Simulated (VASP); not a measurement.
Data:

```yaml
crystal:
  lattice:
    - [0.00000, 3.25890, 3.25890]
    - [3.25890, 0.00000, 3.25890]
    - [3.25890, 3.25890, 0.00000]
  atoms:
    - { symbol: Ba, position: [0.00000, 0.00000, 0.00000] }
    - { symbol: S, position: [0.50000, 0.50000, 0.50000] }
```

Computed with PBE GGA, VASP's PBE PAW potentials (set 64) (plane waves; VASP). Run with 400 eV cut-off, 6×6×6 Γ-centred mesh, Gaussian smearing of 0.050 eV, potentials Ba_sv S.

Unless said otherwise, spin-orbit coupling is left out, though it shifts the bands of the heavy elements here.

Estimate the energy per atom (σ→0), pressure, band gap (on the k-mesh) with the smallest direct gap where there is one.

```
Property                                     Result
-----------------------------------  --------------
band gap (on the k-mesh)                    2.20 eV
smallest direct gap (on the k-mesh)         2.36 eV
energy per atom (σ→0)                -5.093 eV/atom
pressure                                  -1.10 GPa
```

The absolute energy has meaning only against runs of the same code, potentials and settings.

The compound is BaS in the rock salt structure. The cell was not relaxed at this level.
